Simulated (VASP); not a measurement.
Data:

AlNi has the cubic space group Pm-3m (No. 221), the CsCl type structure, Pearson symbol cP2. Lattice parameters: a = b = c = 2.8602 Å, α = β = γ = 90.00°. Al on 1b is coordinated by 8 Ni at 2.477 Å and 6 Al at 2.860 Å. Ni on 1a is surrounded by 8 Al at 2.477 Å and 6 Ni at 2.860 Å. (Neighbours: up to the widest gap in distance over summed covalent radii, below 1.35, at either atom.)

Level of theory: PBE GGA with D4 dispersion, VASP's PBE PAW potentials (set 64) (plane waves; VASP). Run with 520 eV cut-off, 13×13×13 Γ-centred mesh, first-order Methfessel-Paxton smearing of 0.10 eV, potentials Al Ni.

Give the energy at these volumes per atom, relative to the lowest: 11.02, 11.37, 11.72, 12.08, 12.43 Å³.

23.6, 5.2, 0.0, 6.2, 21.8 meV/atom. A third-order Birch-Murnaghan fit gives B0 = 173 GPa and B0′ = 4.6.

Measured: bulk modulus 156 GPa (computed value off by +10.6 %), as given by Yamada et al., (2019), arXiv:1910.09660; a 2.882 Å at 0 K (computed value off by -0.8 %), as given by H. Levämäki et al., Physical Review B (2014), arXiv:1402.3671 [extrapolated to 0 K, zero-point anharmonic expansion removed (Haas, Tran, Blaha 2009)]. The calculation is for a static lattice, while the measured bulk modulus holds thermal and zero-point effects, which are part of the difference.

The compound is NiAl in the CsCl type structure. It was relaxed first. The run is not spin-polarised, so no magnetic state was tried.
